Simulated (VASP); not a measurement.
TiMoSe4: relaxation of cell and atoms with PBE

Crystal: TiMoSe4.

```
Ti Mo Se
1.0
     4.32226    0.00000    0.00000
    -2.16113    3.74318    0.00000
     0.00000    0.00000    8.95886
Ti Mo Se
1 1 4
Direct
  0.00000 0.00000 0.00000
  0.00000 0.00000 0.50000
  0.33333 0.66667 0.31378
  0.33333 0.66667 0.68622
  0.66667 0.33333 0.68622
  0.66667 0.33333 0.31378
```

The cell was built by a generator and needn't be a form met in nature.

```json
{
  "Program": "VASP 6.6.1",
  "Task": "relaxation of cell and atoms",
  "Functional": "PBE",
  "Potentials or basis": "VASP PAW PBE potentials, release 64 (Ti_sv, Mo_sv, Se)",
  "Cutoff": "520 eV",
  "k mesh": "4 × 4 × 2",
  "Occupations": "gaussian, width 0.15 eV",
  "Spin": "no spin polarisation",
  "Further INCAR settings": "PREC = Normal; ALGO = Fast; EDIFF = 0.0001; IBRION = 2; EDIFFG = -0.08; NSW = 24; ISIF = 3"
}
```

- Relaxed volume: 18.59 Å³/atom
- Relaxed cell: a = 4.653 Å, b = 4.653 Å, c = 5.948 Å, α = 90.00°, β = 90.00°, γ = 120.00°
- Space group after relaxing (to 0.05 Å): P6/mmm (No. 191)
- Energy gained by relaxing: 770.5 meV/atom
- Ionic steps: 16
- Pressure after relaxing: 0.2 GPa
- Largest force after relaxing: 0.011 eV/Å
- Band gap on the k mesh: none (metal or under the smearing width)

Forces in eV/Å, atoms in the order of the input:
```
Ti   0.000  0.000  0.000
Mo   0.000  0.000  0.000
Se   0.000  0.000  0.011
Se   0.000  0.000 -0.011
Se   0.000  0.000 -0.011
Se   0.000  0.000  0.011
```

Stress tensor (GPa, compression positive):
```
0.15 0.00 0.00
0.00 0.15 0.00
0.00 0.00 0.33
```

Step by step:
```csv
step,energy change (eV),largest force (eV/Å),pressure (GPa),volume (Å³)
1,0.0000,0.4160,0.30,144.95
2,-1.2020,0.2108,-3.97,144.99
3,-2.0410,2.3613,-4.78,139.82
4,-1.9628,0.5396,-5.97,143.72
5,-2.2303,1.2325,-6.63,142.09
6,-2.6600,3.4203,1.81,122.96
7,-2.7032,2.8721,-0.39,126.47
8,-3.5001,2.4274,1.54,117.79
9,-3.3810,0.2188,23.97,93.82
10,-3.8989,2.1381,8.90,106.41
11,-3.9092,1.7532,12.66,102.29
12,-4.5058,0.4935,1.96,109.11
13,-4.5560,0.1658,2.97,108.24
14,-4.5573,0.2284,2.69,108.47
15,-4.6191,0.0498,0.54,110.85
16,-4.6229,0.0106,0.21,111.52
```

Final structure:
```
Ti Mo Se
1.0
     4.65269    0.00000    0.00000
    -2.32634    4.02935    0.00000
     0.00000    0.00000    5.94845
Ti Mo Se
1 1 4
Cartesian
  0.0000 0.0000 0.0000
  0.0000 0.0000 2.9742
  0.0000 2.6862 1.5377
  0.0000 2.6862 4.4108
  2.3263 1.3431 4.4108
  2.3263 1.3431 1.5377
```

Levels at points of the mesh, in eV from the Fermi level:
| k point | band 23 | band 24 | band 25 | band 26 | band 27 | band 28 |
| --- | --- | --- | --- | --- | --- | --- |
| (0.00, 0.00, 0.00) | -2.31 | -0.89 | -0.89 | -0.43 | 0.96 | 0.96 |
| (0.50, 0.00, 0.00) | -0.47 | -0.15 | 0.06 | 0.25 | 0.26 | 0.94 |
| (0.00, 0.00, 0.50) | -1.21 | -0.68 | -0.46 | -0.07 | 0.31 | 0.31 |
| (0.50, 0.00, 0.50) | -0.73 | -0.71 | -0.62 | 0.03 | 0.06 | 0.47 |

Wall time 14 min on 1 thread of Intel(R) Xeon(R) Platinum 8375C CPU @ 2.90GHz (Ice Lake), with other jobs on the host, peak memory 0.21 GiB.

Caveat: the k mesh is coarse (spacing up to 0.42 Å⁻¹), so the values aren't converged; the volume moved by over 15 % at a fixed basis, so the end points are rough; the relaxation stopped at a loose force limit of 0.08 eV/Å, so its end isn't a converged minimum.
